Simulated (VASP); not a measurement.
Here is the system:

```
CELL_PARAMETERS angstrom
      3.33401     0.00000     0.00000
     -1.66700     2.88733     0.00000
      0.00000     0.00000     3.25382
ATOMIC_POSITIONS crystal
  Mn 0.00000 0.00000 0.00000
  Ge 0.66667 0.33333 0.50000
```
Starting moments (μB, in the order of the record's atoms Mn Ge): 4.0 0.0.

These are PBEsol GGA, VASP's PBE PAW potentials (set 64) (plane waves; VASP) values and carry that method's errors. Run with 400 eV cut-off, 11×11×10 Γ-centred mesh, first-order Methfessel-Paxton smearing of 0.10 eV, potentials Mn_pv Ge_d.

Energy and stress use the plane-wave basis of the starting cell. The moments were started parallel, and other spin orders were not tried in this run.

Question: The ions, cell shape and volume are relaxed. Give the cell that the relaxation ends in.

Answer: 
```
CELL_PARAMETERS angstrom
      2.87451     0.00000     0.00000
     -1.43725     2.48940     0.00000
      0.00000     0.00000     3.53550
ATOMIC_POSITIONS crystal
  Mn 0.00000 0.00000 0.00000
  Ge 0.66667 0.33333 0.50000
```
Space group P-6m2 (187), at a tolerance of 0.03 Å. The cell ends with 0.79 μB, on the sites 0.85 -0.05 μB.

Question: How do energy and volume change from the first to the last step?

Answer: The energy (σ→0) changes by -212.4 meV/atom and the volume by -19.2 %, in 24 ionic steps.

The structure was generated: MnGe was put into the WC type (P-6m2), which need not be its known phase. This run relaxes it. Symmetry was kept, so distortions that lower it aren't found.
